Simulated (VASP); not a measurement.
Here is the system:

```
CELL_PARAMETERS angstrom
      0.00000     2.94820     2.94820
      2.94820     0.00000     2.94820
      2.94820     2.94820     0.00000
ATOMIC_POSITIONS crystal
  In 0.00000 0.00000 0.00000
  P  0.25000 0.25000 0.25000
```

Method: PW91 GGA, VASP's PBE PAW potentials (set 64) (plane waves; VASP). Settings: 520 eV cut-off, 8×8×8 Γ-centred mesh, Gaussian smearing of 0.050 eV, potentials In_d P.

Give the stress tensor in GPa (positive for a compressed cell).

```
1.97  0.00  0.00
0.00  1.97  0.00
0.00  0.00  1.97
```
The pressure is its mean diagonal, 1.97 GPa.

The compound is InP in the zinc blende structure. This cell is one point of a volume scan, at 0.97 of the reference volume.
